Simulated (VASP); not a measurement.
A run of VASP 6.6.1:

File INCAR:

```
SYSTEM = Sn
ALGO = Normal ; EDIFF = 1E-7
EDIFFG = -0.005 ; ENCUT = 600
GGA = PS ; IBRION = 2
ISIF = 3 ; ISMEAR = 0
KPAR = 8 ; LASPH = .True.
LCHARG = .False. ; LREAL = .False.
LWAVE = .False. ; NELM = 80
NSW = 90 ; PREC = Accurate
SIGMA = 0.03
```

The input KPOINTS:

```
k-points
0
Gamma
  10 10 10
  0 0 0
```

The input POSCAR:

```
Sn                                      
1.0
    0.0000000000      3.2685833785      3.2685833785
    3.2685833785     -0.0000000000      3.2685833785
    3.2685833785      3.2685833785      0.0000000000
  Sn            
     2
Direct
     0.0000000000000000    0.0000000000000000    0.0000000000000000
     0.2500000000000000    0.2500000000000000    0.2500000000000000
```

Potentials or basis: VASP PAW PBE potentials, release 64 (Sn_d).

Launch:

```bash
$ cat potpaw_PBE.64/Sn_d/POTCAR > POTCAR
$ mpirun -np 8 vasp_std > vasp.out
```

Hardware: 8 MPI ranks on Intel(R) Xeon(R) 6975P-C (Granite Rapids) (shared host).

**Question.** How long does it take, and how much memory?

**Answer.** Run time: 12 s on 8 MPI ranks on Intel(R) Xeon(R) 6975P-C (Granite Rapids) (shared host), peak memory 0.27 GiB a rank. Counts: scf iterations 12, k points 47, ion steps 1.
